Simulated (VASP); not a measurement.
Consider the following.

```
CELL_PARAMETERS angstrom
      4.31283     0.00000     0.00000
      0.00000     4.31283     0.00000
      0.00000     0.00000     4.31283
ATOMIC_POSITIONS crystal
  Ba 0.00000 0.00000 0.00000
  Zr 0.50000 0.50000 0.50000
  O  0.50000 0.00000 0.50000
  O  0.00000 0.50000 0.50000
  O  0.50000 0.50000 0.00000
```

Level of theory: RPBE GGA, VASP's PBE PAW potentials (set 64) (plane waves; VASP). Run with 520 eV cut-off, 5×5×5 Γ-centred mesh, Gaussian smearing of 0.050 eV, potentials Ba_sv Zr_sv O.

Q: Predict the energy per atom (σ→0), pressure.

A: 
The energy per atom (σ→0) is -7.941 eV/atom. The pressure is -3.92 GPa.

The compound is BaZrO3 in the cubic perovskite structure. This cell is one point of a volume scan, at 1.03 of the reference volume.
